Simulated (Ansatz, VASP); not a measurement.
# CdSe: VASP beside Ansatz, part 2 of 2

Aim: how closely do two programs agree when they are given the same cell, functional and k mesh?  Valence electrons are named where the data sets of a main pair hold unlike numbers.

VASP 6.6.1 and Ansatz 0.2.0.

So far: Set-up; Ansatz: band structure, r2SCANh with an exact-exchange share of 0.1; VASP: band structure, r2SCANh with an exact-exchange share of 0.1.

### 4. Differences

Known differences besides the potentials themselves: exact exchange at q = 0 is treated differently, which shows on coarse meshes; VASP keeps PBE cores, Ansatz makes them for the functional; the data sets hold 36 valence electrons in Ansatz (on its default PAW (the set named soft_2) files) and 18 in VASP; the cutoff is 500 eV in Ansatz and 400 eV in VASP; VASP takes a coarser grid for exact exchange (PRECFOCK = Fast). Total energies have different zeros and are not compared.

Both answers:

| quantity | Ansatz | VASP | difference |
| --- | --- | --- | --- |
| gap over the path points (eV) | 1.570 | 1.567 | +0.003 |

Levels at points of the path, from each program's valence-band top (eV; 4 filled, then empty):

| k (reciprocal lattice) | Ansatz | VASP |
| --- | --- | --- |
| 0.000 0.000 0.000 | -8.28 0.00 0.00 0.00 1.57 7.09 7.09 | -8.21 0.00 0.00 0.00 1.57 7.09 7.09 |
| 0.500 0.000 0.500 | -7.90 -4.08 -1.84 -1.84 4.03 4.74 10.20 | -7.84 -4.09 -1.85 -1.85 4.03 4.73 10.23 |
| 0.500 0.200 0.700 | -7.79 -3.96 -2.21 -2.14 5.69 5.91 8.11 | -7.74 -3.97 -2.22 -2.15 5.68 5.91 8.12 |
| 0.400 0.350 0.750 | -7.82 -3.99 -2.51 -1.56 4.77 6.14 9.08 | -7.76 -3.99 -2.52 -1.56 4.76 6.14 9.09 |
| 0.150 0.150 0.300 | -8.26 -2.35 -0.94 -0.26 3.65 6.55 7.60 | -8.20 -2.36 -0.94 -0.26 3.65 6.55 7.59 |
| 0.200 0.200 0.200 | -8.28 -2.03 -0.28 -0.28 3.04 6.80 7.51 | -8.21 -2.03 -0.28 -0.28 3.04 6.80 7.50 |
| 0.550 0.400 0.550 | -7.93 -4.25 -1.50 -0.94 4.26 6.72 8.06 | -7.87 -4.26 -1.51 -0.95 4.25 6.72 8.06 |
| 0.600 0.250 0.650 | -7.82 -3.99 -2.51 -1.56 4.77 6.14 9.08 | -7.76 -3.99 -2.52 -1.56 4.76 6.14 9.09 |
| 0.500 0.250 0.750 | -7.78 -3.95 -2.25 -2.17 6.07 6.09 7.63 | -7.73 -3.96 -2.26 -2.18 6.08 6.09 7.63 |
| 0.500 0.500 0.500 | -7.97 -4.39 -0.74 -0.74 3.41 7.54 7.54 | -7.92 -4.40 -0.74 -0.74 3.41 7.53 7.53 |

Among the levels compared at these points, filled levels agree within 62 meV and empty ones within 29 meV.

### 5. Ansatz: band structure, HSE06, spin-orbit coupling

The same path points are solved in both programs, so levels can be compared one by one.

input.yaml reads:

```yaml
crystal:
  lattice:
    - [0.0, 3.0702711986, 3.0702711986]
    - [3.0702711986, 0.0, 3.0702711986]
    - [3.0702711986, 3.0702711986, 0.0]
  atoms:
    - { symbol: Cd, position: [0.0, 0.0, 0.0] }
    - { symbol: Se, position: [0.75, 0.75, 0.75] }
hamiltonian:
  xc: { exchange: pbe, correlation: pbe, exx: { coeff: 0.25, omega: 0.2 } }
  pseudopotentials: { kind: paw_fr }
magnetization:
  noncollinear: true
  spin_orbit: true
kpoints:
  mp_grid: { grid: [4, 4, 4] }
  band_path:
    path:
      - [0.0, 0.0, 0.0]
      - [0.5, 0.0, 0.5]
      - [0.5, 0.2, 0.7]
      - [0.4, 0.35, 0.75]
      - [0.15, 0.15, 0.3]
      - [0.2, 0.2, 0.2]
      - [0.55, 0.4, 0.55]
      - [0.6, 0.25, 0.65]
      - [0.5, 0.25, 0.75]
      - [0.5, 0.5, 0.5]
      - [0.375, 0.375, 0.75]
      - [0.5, 0.0, 0.5]
    npoints: 1
scf:
  occupations: { method: gaussian, width: 0.02 }
  n_extra_bands: 14
output:
  forces: true
  stress: true
  eigenvalues: true
```

On the command line:

```sh
$ ansatz run input.yaml --threads 4 --pin off --max-ram 9216MiB --backend cpu --events-out ev --progress --plain --runs-dir out
```

Numbers of over 12 decimals in the logs are rounded to 6 here.

What it wrote:

```text
[...]
non-collinear run that drives no moment, with spin-orbit: no starting moment large enough to seed its density (crystal.atoms[].spin), no starting occupations that ask for one, no magnetisation constraint and no magnetic field, so the semilocal B_xc is pinned to zero
Crystal: 2 atoms, lattice volume = 57.884 Å³
[...]
k-point 0: bands = [... 32 lower, 6.6344, 6.6344, 6.6344, 6.6344, 8.0089, 8.0089, 13.2100, 13.2100, ... 10 higher]
  k-point 1: bands = [... 32 lower, 5.9597, 5.9597, 6.2148, 6.2388, 9.7223, 9.7223, 13.4417, 13.4417, ... 10 higher]
  k-point 2: bands = [... 32 lower, 5.6038, 5.6038, 5.8714, 5.8714, 9.8519, 9.8519, 13.8845, 13.8845, ... 10 higher]
  k-point 7: bands = [... 32 lower, 4.0773, 4.2731, 4.2839, 4.3285, 12.4852, 12.5939, 12.6574, 12.7032, ... 10 higher]
[key lines of the parts left out:]
Magnetization: |M| = 0.0000 μB,  M = (+0.0000, +0.0000, +0.0000) μB
Free energy (F): -13728.419140 eV
Fermi energy:    7.321798 eV
P = ⅓ Tr σ = 0.1977 GPa (1.977 kbar)
```

The job ended after 3.7 min (4 threads of Arm Neoverse N1, shared host; peak memory 1.3 GiB; 13 min of CPU time).

### 6. VASP: band structure, HSE06, spin-orbit coupling

The same cell, functional, mesh and smearing now go to VASP, with its own data sets.

The run reads the wave functions of an earlier VASP run, which isn't shown here.

INCAR reads:

```
SYSTEM = CdSe
PREC = Accurate
ENCUT = 400
EDIFF = 1E-06
NELM = 100
ISMEAR = 0
SIGMA = 0.02
LREAL = .FALSE.
ALGO = Normal
LHFCALC = .TRUE.
AEXX = 0.25
GGA = PE
HFSCREEN = 0.2
LASPH = .TRUE.
LNONCOLLINEAR = .TRUE.
MAGMOM = 0 0 0 0 0 0
NBANDS = 30
GGA_COMPAT = .FALSE.
LSORBIT = .TRUE.
PRECFOCK = Fast
LORBIT = 11
LWAVE = .FALSE.
LCHARG = .FALSE.
KPAR = 4
```

POSCAR reads:

```
CdSe
1.0
    0.0000000000      3.0702711986      3.0702711986
    3.0702711986      0.0000000000      3.0702711986
    3.0702711986      3.0702711986      0.0000000000
Cd Se
1 1
Direct
    0.0000000000      0.0000000000      0.0000000000
    0.7500000000      0.7500000000      0.7500000000
```

KPOINTS reads:

```
Automatic mesh
0
Gamma
4 4 4
0 0 0
```

KPOINTS_OPT reads:

```
Line mode
6
Line-mode
Reciprocal
  0.00000000   0.00000000   0.00000000 GAMMA
  0.50000000   0.00000000   0.50000000 X

  0.50000000   0.00000000   0.50000000 X
  0.50000000   0.25000000   0.75000000 W

  0.50000000   0.25000000   0.75000000 W
  0.37500000   0.37500000   0.75000000 K

  0.37500000   0.37500000   0.75000000 K
  0.00000000   0.00000000   0.00000000 GAMMA

  0.00000000   0.00000000   0.00000000 GAMMA
  0.50000000   0.50000000   0.50000000 L

  0.50000000   0.50000000   0.50000000 L
  0.62500000   0.25000000   0.62500000 U

  0.62500000   0.25000000   0.62500000 U
  0.50000000   0.25000000   0.75000000 W

  0.50000000   0.25000000   0.75000000 W
  0.50000000   0.50000000   0.50000000 L

  0.50000000   0.50000000   0.50000000 L
  0.37500000   0.37500000   0.75000000 K

  0.62500000   0.25000000   0.62500000 U
  0.50000000   0.00000000   0.50000000 X
```

Potentials, in the order of the species: Cd and Se (PBE family, release 64).

On the command line:

```sh
$ mpirun -np 4 vasp_ncl
```

What it wrote:

```text
[banner, memory and clock lines left out]
running    4 mpi-ranks, on    1 nodes
[...]
LDA part: xc-table for (Slater+PW92), standard interpolation
 found WAVECAR, reading the header
 POSCAR, INCAR and KPOINTS ok, starting setup
[...]
reading WAVECAR
 the WAVECAR file was read successfully
 initial charge from wavefunction
 entering main loop
       N       E                     dE             d eps       ncg     rms          rms(c)
DAV:   1    -0.687240019891E+01   -0.68724E+01   -0.42742E-01   600   0.635E+00    0.208E+00
DAV:   2    -0.687672250964E+01   -0.43223E-02   -0.40917E-02   636   0.253E+00    0.125E+00
DAV:   3    -0.687528365563E+01    0.14389E-02   -0.28255E-03   666   0.638E-01    0.763E-01
DAV:   4    -0.687491524135E+01    0.36841E-03   -0.34295E-04   672   0.196E-01    0.453E-01
[...]
DAV:   8    -0.687477432693E+01    0.35388E-05   -0.16892E-06   672   0.101E-02    0.498E-02
DAV:   9    -0.687477319310E+01    0.11338E-05   -0.63799E-07   554   0.609E-03    0.284E-02
DAV:  10    -0.687477286784E+01    0.32526E-06   -0.25690E-07   426   0.401E-03
   1 F= -.68747729E+01 E0= -.68747729E+01  d E =-.243738E-21  mag=     0.0000    -0.0000     0.0000
 Start KPOINTS_OPT (optional k-point list driver)
k-point batch [1-10\60]
       N       E                     dE             ncg
DAV:   1     0.134324083724E+03   -0.34188E+04      608
DAV:   2    -0.115692055523E+04   -0.12912E+04      678
DAV:   3    -0.123476971822E+04   -0.77849E+02      718
DAV:   4    -0.123590192266E+04   -0.11322E+01      698
DAV:   5    -0.123590938482E+04   -0.74622E-02      728
DAV:   6    -0.123590944679E+04   -0.61965E-04      690
DAV:   7    -0.123590944766E+04   -0.87455E-06      586
[...]
k-point batch [51-60\60]
       N       E                     dE             ncg
DAV:   1     0.441620641015E+02   -0.51066E+04      608
DAV:   2    -0.119729020250E+04   -0.12415E+04      666
DAV:   3    -0.126713410844E+04   -0.69844E+02      732
DAV:   4    -0.126808934360E+04   -0.95524E+00      692
DAV:   5    -0.126809521472E+04   -0.58711E-02      714
DAV:   6    -0.126809525836E+04   -0.43640E-04      688
DAV:   7    -0.126809525887E+04   -0.50770E-06      578
```

From OUTCAR (step 6):

```text
 POSITION                                       TOTAL-FORCE (eV/Angst)
 -----------------------------------------------------------------------------------
      0.00000      0.00000      0.00000        -0.000000      0.000000     -0.000000
      4.60541      4.60541      4.60541         0.000000     -0.000000      0.000000
 -----------------------------------------------------------------------------------
    total drift:                                0.000001     -0.000002     -0.000001

  FREE ENERGIE OF THE ION-ELECTRON SYSTEM (eV)
  ---------------------------------------------------
  free  energy   TOTEN  =        -6.8747728678 eV

  energy  without entropy=       -6.8747728678  energy(sigma->0) =       -6.87477287

 magnetization (x)
# of ion       s       p       d       tot
------------------------------------------
    1       -0.000   0.000   0.000  -0.000
    2       -0.000   0.000   0.000   0.000
--------------------------------------------------
tot         -0.000   0.000   0.000   0.000

 magnetization (y)
# of ion       s       p       d       tot
------------------------------------------
    1        0.000   0.000   0.000   0.000
    2        0.000   0.000   0.000   0.000
--------------------------------------------------
tot          0.000   0.000   0.000   0.000

 magnetization (z)
# of ion       s       p       d       tot
------------------------------------------
    1        0.000   0.000  -0.000  -0.000
    2       -0.000   0.000   0.000   0.000
--------------------------------------------------
tot          0.000   0.000  -0.000   0.000

[... 1 part as in an earlier step ...]

[... 2 further parts left out ...]
[key lines of the parts left out:]
E-fermi :   0.3888
```

The k-mesh is coarse for exact exchange; levels may shift by about 0.1 eV on a finer one.

### 7. Differences

What differs besides the data sets and the points named for the pairs above, as far as they apply: spin-orbit coupling enters by fully relativistic files in Ansatz and inside the spheres in VASP; the data sets hold 36 valence electrons in Ansatz (on its fully relativistic PAW (standard-fr) files) and 18 in VASP; the cutoff is 420 eV in Ansatz and 400 eV in VASP. Total energies have different zeros and are not compared.

Compared:

| quantity | Ansatz | VASP | difference |
| --- | --- | --- | --- |
| gap over the path points (eV) | 1.375 | 1.378 | -0.004 |

Levels at points of the path, from each program's valence-band top (eV; 8 filled, then empty):

| k (reciprocal lattice) | Ansatz | VASP |
| --- | --- | --- |
| 0.000 0.000 0.000 | -8.72 -8.72 -0.41 -0.41 0.00 0.00 0.00 0.00 1.38 1.38 6.58 6.58 6.97 6.97 | -8.68 -8.68 -0.40 -0.40 0.00 0.00 0.00 0.00 1.38 1.38 6.60 6.60 6.98 6.98 |
| 0.500 0.000 0.500 | -8.33 -8.33 -4.35 -4.35 -2.09 -2.09 -1.95 -1.95 3.88 3.88 4.60 4.60 10.03 10.03 | -8.29 -8.29 -4.34 -4.34 -2.09 -2.09 -1.94 -1.94 3.88 3.88 4.60 4.60 10.07 10.07 |
| 0.500 0.200 0.700 | -8.32 -8.19 -4.29 -4.16 -2.51 -2.33 -2.32 -2.27 5.53 5.57 5.74 5.87 7.82 7.97 | -8.28 -8.15 -4.28 -4.15 -2.51 -2.33 -2.31 -2.27 5.54 5.58 5.75 5.88 7.84 7.99 |
| 0.400 0.350 0.750 | -8.34 -8.21 -4.31 -4.18 -2.75 -2.65 -1.73 -1.72 4.61 4.61 5.98 6.08 8.84 8.94 | -8.30 -8.17 -4.30 -4.17 -2.75 -2.64 -1.72 -1.71 4.62 4.62 5.99 6.10 8.86 8.96 |
| 0.150 0.150 0.300 | -8.70 -8.64 -2.57 -2.54 -1.14 -1.10 -0.39 -0.37 3.47 3.49 6.32 6.39 7.27 7.33 | -8.66 -8.59 -2.57 -2.53 -1.14 -1.09 -0.39 -0.37 3.48 3.50 6.34 6.41 7.29 7.34 |
| 0.200 0.200 0.200 | -8.71 -8.68 -2.22 -2.22 -0.55 -0.55 -0.30 -0.28 2.86 2.86 6.60 6.60 7.16 7.16 | -8.66 -8.63 -2.22 -2.22 -0.55 -0.55 -0.30 -0.28 2.87 2.87 6.62 6.62 7.17 7.17 |
| 0.550 0.400 0.550 | -8.41 -8.31 -4.53 -4.47 -1.72 -1.68 -1.09 -1.09 4.07 4.09 6.55 6.60 7.86 7.86 | -8.37 -8.27 -4.52 -4.47 -1.71 -1.67 -1.08 -1.08 4.08 4.11 6.57 6.61 7.87 7.87 |
| 0.600 0.250 0.650 | -8.34 -8.21 -4.31 -4.18 -2.75 -2.65 -1.73 -1.72 4.61 4.61 5.98 6.08 8.84 8.94 | -8.30 -8.17 -4.30 -4.17 -2.75 -2.64 -1.72 -1.71 4.62 4.62 5.99 6.10 8.86 8.96 |
| 0.500 0.250 0.750 | -8.32 -8.18 -4.28 -4.14 -2.56 -2.36 -2.35 -2.31 5.85 5.96 6.02 6.07 7.28 7.49 | -8.28 -8.14 -4.27 -4.13 -2.55 -2.36 -2.34 -2.30 5.86 5.97 6.03 6.08 7.31 7.50 |
| 0.500 0.500 0.500 | -8.39 -8.39 -4.64 -4.64 -1.03 -1.03 -0.76 -0.76 3.22 3.22 7.25 7.25 7.41 7.41 | -8.35 -8.35 -4.64 -4.64 -1.02 -1.02 -0.76 -0.76 3.23 3.23 7.26 7.26 7.42 7.42 |

Among the levels compared at these points, filled levels agree within 48 meV and empty ones within 36 meV.

### 8. Summary of results

```yaml
largest_difference_of_a_filled_level_at_the_path_points_band_structure_r2scanh_with_an_exact_exchange_share_of_0p1: 62 meV
largest_difference_of_a_filled_level_at_the_path_points_band_structure_hse06_spin_orbit_coupling: 48 meV
```

What this shows: The largest difference of a filled level at the path points is 62 meV (band structure, r2SCANh with an exact-exchange share of 0.1), within the 80 meV picked in this series as the mark of a large difference. The data sets hold unlike numbers of valence electrons (36 in Ansatz and 18 in VASP), so part of the differences comes from the potentials. How closely two codes agree says nothing of how well the functional describes the real material.

[Lines on the potential files, build, host, timing and source positions are cut from VASP's logs without a mark.]

[Logs are printed without paths, hosts, clocks, repeated set-up lines and the standing remarks that a program may print on its own settings, such as how far it seeks lower states.]

[Hosts, paths, dates, database ids (printed as entryN), source tags and the programs' standing remarks are cut or masked in the printed files.]
